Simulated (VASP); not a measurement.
```
SnO
1.0
    3.97778     0.00000     0.00000
    0.00000     3.97778     0.00000
    0.00000     0.00000     5.35676
Sn O
2 2
Direct
  0.50000   0.00000   0.77827
  0.00000   0.50000   0.22173
  0.50000   0.50000   0.00000
  0.00000   0.00000   0.00000
```

The numbers are results of revPBE GGA, VASP's PBE PAW potentials (set 64) (plane waves; VASP), not measurements. Settings: 520 eV cut-off, 6×6×4 Γ-centred mesh, Gaussian smearing of 0.050 eV, potentials Sn_d O.

Without a dispersion term in the relaxation, distances and binding between the weakly bound layers, chains or molecules are unreliable, and so is what depends on them.

Problem. The ions and cell shape at fixed volume are relaxed. Which structure does the run end with?

Solution. 
```
SnO
1.0
    3.90653     0.00000     0.00000
    0.00000     3.90653     0.00000
    0.00000     0.00000     5.55394
Sn O
2 2
Direct
  0.50000   0.00000   0.78982
  0.00000   0.50000   0.21018
  0.50000   0.50000   0.00000
  0.00000   0.00000   0.00000
```
Space group P4/nmm (129), at a tolerance of 0.03 Å.

Problem. How much energy does the relaxation gain?

Solution. The energy (σ→0) changes by -13.5 meV/atom, in 5 ionic steps.

The compound is SnO in the litharge structure. This cell is one point of a volume scan, at 1.06 of the reference volume. Symmetry was kept, so distortions that lower it aren't found.
